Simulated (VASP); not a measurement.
Input:

```yaml
crystal:
  lattice:
    - [0.00000, 2.27507, 2.27507]
    - [2.27507, 0.00000, 2.27507]
    - [2.27507, 2.27507, 0.00000]
  atoms:
    - { symbol: Ga, position: [0.00000, 0.00000, 0.00000] }
    - { symbol: N, position: [0.25000, 0.25000, 0.25000] }
```

The numbers are results of PBE GGA, VASP's PBE PAW potentials (set 64) (plane waves; VASP 6.6.1), not measurements. Numerical set-up: 650 eV cut-off, 9×9×9 Γ-centred mesh, Gaussian smearing of 0.050 eV, potentials Ga_d N.

Q: Give the elastic stiffness tensor with the ions relaxed (GPa, in the frame of the cell).

A: 
```
     xx   yy   zz   yz   xz   xy
--  ---  ---  ---  ---  ---  ---
xx  251  128  128  0.0  0.0  0.0
yy  128  251  128  0.0  0.0  0.0
zz  128  128  251  0.0  0.0  0.0
yz  0.0  0.0  0.0  145  0.0  0.0
xz  0.0  0.0  0.0  0.0  145  0.0
xy  0.0  0.0  0.0  0.0  0.0  145
```

Q: Estimate the Hill bulk modulus, Hill shear modulus, Young's modulus, Poisson's ratio.

A: 
The Hill bulk modulus is 169 GPa and the Hill shear modulus comes out as 103 GPa. The Young's modulus comes out as 257 GPa and the Poisson's ratio is 0.247.

The compound is GaN in the zinc blende structure, a metastable form; wurtzite is the usual one. It was relaxed first.
